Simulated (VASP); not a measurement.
Data:

```
CELL_PARAMETERS angstrom
     -1.67793     1.67793     1.67793
      1.67793    -1.67793     1.67793
      1.67793     1.67793    -1.67793
ATOMIC_POSITIONS crystal
  Ta 0.00000 0.00000 0.00000
```

These are PBE GGA, VASP's PBE PAW potentials (set 64) (plane waves; VASP 6.6.1) values and carry that method's errors. Run with 300 eV cut-off, 18×18×18 Γ-centred mesh, Fermi-Dirac smearing of 0.14 eV, potentials Ta_pv.

**Question.** Give the energies of bands 4 to 8 at the high-symmetry points, in eV from the Fermi level.

**Answer.** 
```
band      Γ      H      N      P
----  -----  -----  -----  -----
4     -7.76  -3.56  -4.20  -1.22
5      0.70  -3.56  -1.44  -1.22
6      0.70   6.42   1.35  -1.22
7      0.70   6.42   3.66   4.79
8      3.81   6.42   4.63   4.79
```

It has no gap at this level: it comes out as a metal or semimetal.

The structure comes from a computed database's Ta entry; how it stands against other phases isn't given here. The cell was not relaxed at this level.
